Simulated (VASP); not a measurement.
Level of theory: revTPSS meta-GGA, VASP's PBE PAW potentials (set 64) (plane waves; VASP).

A VASP calculation is set up with these files.

### INCAR
```
SYSTEM = HfB2
PREC = Accurate
ENCUT = 520
EDIFF = 1E-7
NELM = 100
ALGO = Normal
LREAL = .FALSE.
LASPH = .TRUE.
ISMEAR = 1
SIGMA = 0.1
METAGGA = RTPSS
LMIXTAU = .TRUE.
LMAXMIX = 6
LWAVE = .FALSE.
LCHARG = .FALSE.
ISIF = 4
IBRION = 2
NSW = 30
EDIFFG = -0.01
```

**KPOINTS**
```
Automatic mesh
0
Gamma
11 11 9
0 0 0
```

**POSCAR**
```
HfB2
1
    1.5790242725    -2.7349504978     0.0000000000
    1.5790242725     2.7349504978     0.0000000000
    0.0000000000     0.0000000000     3.4844204120
Hf B
1 2
Direct
  0.0000000000   1.0000000000   1.0000000000
  0.3333330000   0.6666670000   0.5000000000
  0.6666670000   0.3333330000   0.5000000000
```

POTCAR, in this order: Hf_pv B (PBE.64 set). Program: vasp_std.

The run wrote:

### OSZICAR
```
       N       E                     dE             d eps       ncg     rms          rms(c)
DAV:   1     0.114671365083E+03    0.11467E+03   -0.99014E+03  1920   0.158E+03
DAV:   2     0.326525751791E+02   -0.82019E+02   -0.76512E+02  2576   0.379E+02
DAV:   3     0.286613207352E+02   -0.39913E+01   -0.38284E+01  2708   0.637E+01
DAV:   4     0.285606435833E+02   -0.10068E+00   -0.10034E+00  2640   0.106E+01
DAV:   5     0.285574253013E+02   -0.32183E-02   -0.32158E-02  2812   0.149E+00    0.644E+01
DAV:   6     0.811038111662E+01   -0.20447E+02   -0.17689E+01  1920   0.638E+01    0.311E+01
DAV:   7     0.947914224848E+01    0.13688E+01   -0.49956E+00  2476   0.234E+01    0.128E+01
DAV:   8     0.798743556287E+01   -0.14917E+01   -0.73019E-01  2060   0.112E+01    0.106E+01
DAV:   9     0.832622569424E+01    0.33879E+00   -0.14727E-01  2420   0.387E+00    0.153E+00
DAV:  10     0.803044796498E+01   -0.29578E+00   -0.34454E-01  1940   0.803E+00    0.526E-01
DAV:  11     0.786101273393E+01   -0.16944E+00   -0.10436E-01  2112   0.437E+00    0.765E-01
DAV:  12     0.786078435947E+01   -0.22837E-03   -0.38623E-04  2404   0.231E-01    0.128E-01
DAV:  13     0.786130228389E+01    0.51792E-03   -0.43534E-04  2216   0.247E-01    0.802E-02
DAV:  14     0.786074198174E+01   -0.56030E-03   -0.22062E-04  2120   0.210E-01    0.790E-02
DAV:  15     0.786072357649E+01   -0.18405E-04   -0.11364E-05  2296   0.474E-02    0.259E-02
DAV:  16     0.786071962962E+01   -0.39469E-05   -0.63601E-07  2376   0.102E-02    0.123E-02
DAV:  17     0.786072110505E+01    0.14754E-05   -0.16393E-07  2144   0.476E-03    0.950E-03
DAV:  18     0.786072000795E+01   -0.10971E-05   -0.14612E-07  1404   0.378E-03    0.833E-04
DAV:  19     0.786072035751E+01    0.34956E-06   -0.42955E-08  1160   0.224E-03    0.109E-03
DAV:  20     0.786072042660E+01    0.69093E-07   -0.31295E-09  1132   0.563E-04
   1 F= 0.78607204E+01 E0= 0.78607430E+01  d E =0.786072E+01
       N       E                     dE             d eps       ncg     rms          rms(c)
DAV:   1     0.786066701267E+01   -0.53345E-04   -0.28142E-03  2080   0.466E-01    0.635E-02
DAV:   2     0.786069122036E+01    0.24208E-04   -0.35727E-05  2360   0.538E-02    0.265E-02
DAV:   3     0.786069697092E+01    0.57506E-05   -0.13402E-05  2356   0.317E-02    0.873E-03
DAV:   4     0.786069896463E+01    0.19937E-05   -0.22382E-06  2376   0.137E-02    0.442E-03
DAV:   5     0.786069689030E+01   -0.20743E-05   -0.70270E-07  2208   0.934E-03    0.403E-03
DAV:   6     0.786069721611E+01    0.32582E-06   -0.12372E-07  1660   0.378E-03    0.138E-03
DAV:   7     0.786069690657E+01   -0.30955E-06   -0.50272E-08  1128   0.259E-03    0.533E-04
DAV:   8     0.786069696465E+01    0.58089E-07   -0.40990E-09  1064   0.622E-04
   2 F= 0.78606970E+01 E0= 0.78607162E+01  d E =-.234619E-04
```

File OUTCAR:
```
------------------------ aborting loop because EDIFF is reached ----------------------------------------
  FORCE on cell =-STRESS in cart. coord.  units (eV):
  Direction    XX          YY          ZZ          XY          YZ          ZX
  --------------------------------------------------------------------------------------
  Total       -1.3929085     -1.3929087     -1.4023239      0.0000000      0.0000000     -0.0000000
  in kB      -74.1539591    -74.1539711    -74.6552084      0.0000000      0.0000000     -0.0000000
  external PRESSURE =     -74.3210462 kB  Pullay stress =       0.0000000 kB
  volume of cell :       30.10
      direct lattice vectors                 reciprocal lattice vectors
     1.578428103 -2.733917891 -0.000000000     0.316770842 -0.182887716  0.000000000
     1.578428103  2.733917891  0.000000000     0.316770842  0.182887716 -0.000000000
     0.000000000  0.000000000  3.487053041     0.000000000 -0.000000000  0.286775104
 POSITION                                       TOTAL-FORCE (eV/Angst)
 -----------------------------------------------------------------------------------
      0.00000     -0.00000     -0.00000         0.000000     -0.000000     -0.000000
      1.57843      0.91131      1.74353         0.000000      0.000000     -0.000000
      1.57843     -0.91131      1.74353        -0.000000      0.000000      0.000000
 -----------------------------------------------------------------------------------
    total drift:                                0.000000     -0.000000      0.000000
  FREE ENERGIE OF THE ION-ELECTRON SYSTEM (eV)
  ---------------------------------------------------
  free  energy   TOTEN  =         7.8606969647 eV

  energy  without entropy=        7.8607548067  energy(sigma->0) =        7.86071625

 reached required accuracy - stopping structural energy minimisation
```
(Selected blocks of OUTCAR.)

### CONTCAR
```
HfB2
   1.00000000000000
     1.5784281031142322   -2.7339178914521183   -0.0000000000000000
     1.5784281031142322    2.7339178914521183    0.0000000000000000
     0.0000000000000000    0.0000000000000000    3.4870530409229108
  Hf              B
     1     2
Direct
     0.0000000000000000    0.0000000000000000    0.0000000000000000
     0.3333330000000032    0.6666669999999968    0.5000000000000000
     0.6666669999999968    0.3333330000000032    0.5000000000000000
```

The compound is HfB2 in the AlB2 type structure. This cell is one point of a volume scan, at 1.03 of the reference volume. Symmetry was kept, so distortions that lower it aren't found.
